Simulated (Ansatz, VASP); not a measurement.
One calculation of GaC3, two programs

Contents of INCAR:

```
PREC = Accurate
ENCUT = 520
EDIFF = 1E-7
ISMEAR = 0
SIGMA = 0.1
LREAL = False
LASPH = True
NELM = 80
ALGO = Normal
ISIF = 2
LWAVE = False
LCHARG = False
GGA = CA
NBANDS = 20
```

KPOINTS

```
Automatic mesh
0
Gamma
  7 7 7
```

Contents of POSCAR:

```
GaC3
1.0
    3.3840419378      0.0000000000      0.0000000000
    0.0000000000      3.3840419378      0.0000000000
    0.0000000000      0.0000000000      3.3840419378
Ga C
1 3
Direct
    0.0000000000      0.0000000000      0.0000000000
    0.0000000000      0.5000000000      0.5000000000
    0.5000000000      0.0000000000      0.5000000000
    0.5000000000      0.5000000000      0.0000000000
```

Input for Ansatz:

```yaml
crystal:
  lattice:
    - [3.3840419377525697, 0.0, 0.0]
    - [0.0, 3.3840419377525697, 0.0]
    - [0.0, 0.0, 3.3840419377525697]
  atoms:
    - { symbol: Ga, position: [0.0, 0.0, 0.0] }
    - { symbol: C, position: [0.0, 0.5, 0.5] }
    - { symbol: C, position: [0.5, 0.0, 0.5] }
    - { symbol: C, position: [0.5, 0.5, 0.0] }
basis:
  ecutwfc: 517.016338673772
kpoints:
  mp_grid:
    grid: [7, 7, 7]
hamiltonian:
  xc: lda
  pseudopotentials:
    kind: paw
scf:
  occupations:
    method: gaussian
    width: 0.1
output:
  stress: true
```

The cell comes from a database or a generator and needn't be the stable form of this composition.

Alike in both runs: task single point; functional LDA; k mesh 7 × 7 × 7; occupations gaussian, width 0.1 eV; no spin polarisation.

|  | VASP | Ansatz |
| --- | --- | --- |
| version | VASP 6.6.1 | Ansatz 0.2.0 |
| potentials or method | VASP PAW LDA potentials, release 64 (Ga_d, C) | plane waves, PAW |
| plane-wave cutoff (eV) | 520 | 517 |
| valence electrons in the cell | 25 | 25 |

```csv
,VASP,Ansatz,Ansatz less VASP
pressure (GPa),-14.9,-15.4,-0.43
```
